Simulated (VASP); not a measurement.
OSZICAR of a VASP run on BeCd3Te4 (ordered alloy cell):

### OSZICAR
```
       N       E                     dE             d eps       ncg     rms          rms(c)
DAV:   1     0.343832896790E+03    0.34383E+03   -0.23421E+04   740   0.116E+03
DAV:   2    -0.971721844877E+00   -0.34480E+03   -0.33359E+03   851   0.292E+02
DAV:   3    -0.224003906731E+02   -0.21429E+02   -0.21297E+02   867   0.746E+01
DAV:   4    -0.227918162631E+02   -0.39143E+00   -0.39104E+00   955   0.922E+00
DAV:   5    -0.227965601455E+02   -0.47439E-02   -0.47437E-02   873   0.103E+00    0.996E+00
DAV:   6    -0.218282047463E+02    0.96836E+00   -0.22867E+00   818   0.114E+01    0.784E+00
DAV:   7    -0.217783682830E+02    0.49836E-01   -0.78799E-01   857   0.363E+00    0.341E+00
DAV:   8    -0.217807746887E+02   -0.24064E-02   -0.75406E-02   808   0.220E+00    0.920E-01
DAV:   9    -0.217825463427E+02   -0.17717E-02   -0.11177E-02   818   0.888E-01    0.222E-01
DAV:  10    -0.217825614692E+02   -0.15127E-04   -0.18125E-03   852   0.365E-01    0.107E-01
DAV:  11    -0.217828240848E+02   -0.26262E-03   -0.10987E-03   875   0.172E-01    0.678E-02
DAV:  12    -0.217827716296E+02    0.52455E-04   -0.13385E-04   800   0.864E-02    0.435E-02
DAV:  13    -0.217827737000E+02   -0.20704E-05   -0.19728E-05   796   0.154E-02    0.127E-02
DAV:  14    -0.217827736561E+02    0.43882E-07   -0.19076E-05   827   0.276E-02    0.306E-03
DAV:  15    -0.217827742011E+02   -0.54501E-06   -0.22619E-06   661   0.726E-03
   1 F= -.21782774E+02 E0= -.21782774E+02  d E =-.167873E-14
```

Q: Which electronic solver shows in the log?

A: It is blocked Davidson (ALGO = Normal, or the opening steps of other solvers). The INCAR had ALGO = Normal.

Q: Can the final energy be trusted as converged?

A: The calculation finished and met its thresholds. It stopped with EDIFF = 1E-6, NELM = 100 (PBE GGA, plane waves, VASP's PBE PAW potentials (set 64)).

The structure was generated: BeCd3Te4 was put into an ordered model structure (P-43m), which need not be its known phase. It was relaxed first.
